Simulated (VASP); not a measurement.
Here is the system:

```xyz
6
Lattice="1.5946 -2.7619 0.0000 1.5946 2.7619 0.0000 0.0000 0.0000 12.5816" Properties=species:S:1:pos:R:3 pbc="T T T"
W      1.5946     0.9206     3.1454
W      1.5946    -0.9206     9.4362
Se     1.5946     0.9206    11.0722
Se     1.5946    -0.9206     4.7814
Se     1.5946    -0.9206     1.5094
Se     1.5946     0.9206     7.8003
```

The numbers are results of LDA (Ceperley-Alder, Perdew-Zunger), VASP's LDA PAW potentials (set 64) (plane waves; VASP), not measurements. Settings: 520 eV cut-off, 8×8×2 Γ-centred mesh, Gaussian smearing of 0.050 eV, potentials W_sv Se.

The ions and cell shape at fixed volume are relaxed. Predict the relaxed structure.

```xyz
6
Lattice="1.6104 -2.7893 0.0000 1.6104 2.7893 0.0000 0.0000 0.0000 12.3355" Properties=species:S:1:pos:R:3 pbc="T T T"
W      1.6104     0.9298     3.0839
W      1.6104    -0.9298     9.2516
Se     1.6104     0.9298    10.9273
Se     1.6104    -0.9298     4.7596
Se     1.6104    -0.9298     1.4082
Se     1.6104     0.9298     7.5759
```
Space group P6_3/mmc (194), at a tolerance of 0.03 Å.

How much energy does the relaxation gain?

The energy (σ→0) changes by -25.5 meV/atom, in 8 ionic steps.

The compound is WSe2 in the 2H layered structure. This cell is one point of a volume scan, at 0.94 of the reference volume. Symmetry was kept, so distortions that lower it aren't found.
